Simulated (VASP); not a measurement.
Mo:

```
Mo
1.0
    -1.57342    1.57342    1.57342
     1.57342   -1.57342    1.57342
     1.57342    1.57342   -1.57342
Mo
1
Direct
  0.00000 0.00000 0.00000
```

| Property | Result |
| --- | --- |
| Program | VASP 6.6.1 |
| Task | relaxation of cell and atoms |
| Functional | PBE |
| Dispersion | D3(BJ) |
| Potentials or basis | VASP PAW PBE potentials, release 64 (Mo_sv) |
| Cutoff | 520 eV |
| k mesh | 18 × 18 × 18 |
| Occupations | gaussian, width 0.1 eV |
| Spin | no spin polarisation |

At the start: pressure -3.7 GPa; volume 15.58 Å³/atom.

Q: How do energy, volume and symmetry change on relaxing?

A: Over 6 steps the energy falls by 2.5 meV/atom and the volume is 15.37 Å³/atom (-1.4 %); space group Im-3m (No. 229, to 0.05 Å).

Step by step:
```tsv
step	energy change (eV)	largest force (eV/Å)	pressure (GPa)	volume (Å³)
1	0.0000	0.0000	-3.71	15.58
2	0.0181	0.0000	11.73	14.78
3	-0.0025	0.0000	-0.05	15.37
4	-0.0025	0.0000	0.03	15.37
5	-0.0025	0.0000	-0.06	15.37
6	-0.0025	0.0000	0.00	15.37
```

Final structure:
```yaml
crystal:
  lattice:
    - [-1.56618, 1.56618, 1.56618]
    - [1.56618, -1.56618, 1.56618]
    - [1.56618, 1.56618, -1.56618]
  atoms:
    - { symbol: Mo, position: [0.00000, 0.00000, 0.00000] }
```

Caveat: pairwise dispersion overbinds metals, which lowers pressure and volume.
